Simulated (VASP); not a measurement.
TiC (rock salt): the bulk modulus from VASP (plane waves, PAW) at several levels of theory. Static lattice, third-order Birch-Murnaghan fit over five volumes.

```json
[
 {"level": "LDA", "bulk modulus (GPa)": "280"},
 {"level": "PBE", "bulk modulus (GPa)": "249"},
 {"level": "PBEsol", "bulk modulus (GPa)": "265"},
 {"level": "revPBE", "bulk modulus (GPa)": "240"},
 {"level": "PW91", "bulk modulus (GPa)": "249"},
 {"level": "PBE-D3 (zero damping)", "bulk modulus (GPa)": "261"},
 {"level": "optB86b-vdW", "bulk modulus (GPa)": "256"},
 {"level": "vdW-DF2", "bulk modulus (GPa)": "221"},
 {"level": "vdW-DF-cx", "bulk modulus (GPa)": "260"},
 {"level": "TPSS", "bulk modulus (GPa)": "252"},
 {"level": "MS2", "bulk modulus (GPa)": "264"},
 {"level": "SCAN", "bulk modulus (GPa)": "274"},
 {"level": "r2SCAN", "bulk modulus (GPa)": "261"}
]
```

The cell of the LDA run:

```yaml
crystal:
  lattice:
    - [0.00000, 2.13235, 2.13235]
    - [2.13235, 0.00000, 2.13235]
    - [2.13235, 2.13235, 0.00000]
  atoms:
    - { symbol: Ti, position: [0.00000, 0.00000, 0.00000] }
    - { symbol: C, position: [0.50000, 0.50000, 0.50000] }
```

Only levels that ran to the end are used. Left out are those held back, those with too coarse a band path, GW runs whose mesh misses a band edge, hybrids' fits of cells that aren't cubic and levels without matching references; a question may draw on a part of the rest.

The compound is TiC in the rock salt structure.
